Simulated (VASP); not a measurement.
Computed with LDA (Ceperley-Alder, Perdew-Zunger), VASP's LDA PAW potentials (set 64) (plane waves; VASP).

The input files of a VASP run:

**KPOINTS**
```
Automatic mesh
0
Gamma
16 16 16
0 0 0
```

**INCAR**
```
ALGO  =  Normal
EDIFF  =  1E-6
EDIFFG  =  -0.02
ENCUT  =  500
IBRION  =  2
ISIF  =  3
ISMEAR  =  1
LASPH  =  .TRUE.
LCHARG  =  .FALSE.
LREAL  =  .FALSE.
LWAVE  =  .FALSE.
NELM  =  100
NSW  =  40
PREC  =  Accurate
PSTRESS  =  300
SIGMA  =  0.1
SYSTEM  =  Na
```

File POSCAR:
```
Na
1
   -1.5712485479     1.5712485479     1.5712485479
    1.5712485479    -1.5712485479     1.5712485479
    1.5712485479     1.5712485479    -1.5712485479
Na
1
Direct
  0.0000000000   0.0000000000   0.0000000000
```

POTCAR, in this order: Na_pv (LDA.64 set). Program: vasp_std.

Output

File OSZICAR:
```
       N       E                     dE             d eps       ncg     rms          rms(c)
DAV:   1     0.168644092821E+02    0.16864E+02   -0.43567E+03  2037   0.109E+03
DAV:   2    -0.423104971932E+00   -0.17288E+02   -0.17266E+02  2275   0.132E+02
DAV:   3    -0.586804333780E+00   -0.16370E+00   -0.16370E+00  2317   0.178E+01
DAV:   4    -0.587668918440E+00   -0.86458E-03   -0.86458E-03  2639   0.123E+00
DAV:   5    -0.587674178216E+00   -0.52598E-05   -0.52601E-05  2401   0.730E-02    0.555E-01
DAV:   6    -0.576478025977E+00    0.11196E-01   -0.16822E-03  2639   0.765E-01    0.339E-01
DAV:   7    -0.569313498056E+00    0.71645E-02   -0.24120E-03  2835   0.800E-01    0.255E-02
DAV:   8    -0.569286449129E+00    0.27049E-04   -0.11416E-04  2254   0.256E-01    0.381E-03
DAV:   9    -0.569286807161E+00   -0.35803E-06   -0.77265E-07  1274   0.151E-02
   1 F= 0.23361092E+01 E0= 0.23362683E+01  d E =0.233611E+01
       N       E                     dE             d eps       ncg     rms          rms(c)
DAV:   1    -0.557779420704E+00    0.11507E-01   -0.20846E-02  2030   0.340E+00    0.166E-01
DAV:   2    -0.557292109473E+00    0.48731E-03   -0.56256E-04  2037   0.551E-01    0.849E-02
DAV:   3    -0.557121389926E+00    0.17072E-03   -0.24703E-04  2296   0.348E-01    0.860E-03
DAV:   4    -0.557110029021E+00    0.11361E-04   -0.10747E-05  2177   0.798E-02    0.825E-04
DAV:   5    -0.557109903647E+00    0.12537E-06   -0.74078E-08  1050   0.590E-03
   2 F= 0.23361561E+01 E0= 0.23363153E+01  d E =0.468807E-04
       N       E                     dE             d eps       ncg     rms          rms(c)
DAV:   1    -0.565783127631E+00   -0.86731E-02   -0.98489E-03  2030   0.235E+00    0.113E-01
DAV:   2    -0.565555682109E+00    0.22745E-03   -0.26046E-04  2051   0.374E-01    0.581E-02
DAV:   3    -0.565475146611E+00    0.80535E-04   -0.11626E-04  2296   0.238E-01    0.578E-03
DAV:   4    -0.565469750349E+00    0.53963E-05   -0.51582E-06  2086   0.552E-02    0.588E-04
DAV:   5    -0.565469696527E+00    0.53822E-07   -0.31723E-08  1043   0.375E-03
   3 F= 0.23361059E+01 E0= 0.23362651E+01  d E =-.329518E-05
```

**OUTCAR**
```
------------------------ aborting loop because EDIFF is reached ----------------------------------------
  FORCE on cell =-STRESS in cart. coord.  units (eV):
  Direction    XX          YY          ZZ          XY          YZ          ZX
  --------------------------------------------------------------------------------------
  Total        2.8990284      2.8990284      2.8990284      0.0000000      0.0000000      0.0000000
  in kB      299.7366402    299.7366402    299.7366402      0.0000000      0.0000000      0.0000000
  external PRESSURE =      -0.2633598 kB  Pullay stress =     300.0000000 kB
  volume of cell :       15.50
      direct lattice vectors                 reciprocal lattice vectors
    -1.570559549  1.570559549  1.570559549     0.000000000  0.318357875  0.318357875
     1.570559549 -1.570559549  1.570559549     0.318357875  0.000000000  0.318357875
     1.570559549  1.570559549 -1.570559549     0.318357875  0.318357875  0.000000000
 POSITION                                       TOTAL-FORCE (eV/Angst)
 -----------------------------------------------------------------------------------
      0.00000      0.00000      0.00000         0.000000      0.000000      0.000000
 -----------------------------------------------------------------------------------
    total drift:                                0.000000     -0.000000      0.000000
  FREE ENERGIE OF THE ION-ELECTRON SYSTEM (eV)
  ---------------------------------------------------
  free  energy   TOTEN  =        -0.5654696965 eV

  energy  without entropy=       -0.5649921757  energy(sigma->0) =       -0.56531052
  enthalpy is  TOTEN    =         2.3361058801 eV   P V=        2.9015755766

 reached required accuracy - stopping structural energy minimisation
```
(Selected blocks of OUTCAR.)

### CONTCAR
```
Na
   1.00000000000000
    -1.5705595494355769    1.5705595494355769    1.5705595494355769
     1.5705595494355769   -1.5705595494355769    1.5705595494355769
     1.5705595494355769    1.5705595494355769   -1.5705595494355769
  Na
     1
Direct
     0.0000000000000000    0.0000000000000000    0.0000000000000000
```

The compound is Na in the bcc structure. This run relaxes it under an external pressure of 30 GPa. Symmetry was kept, so distortions that lower it aren't found.
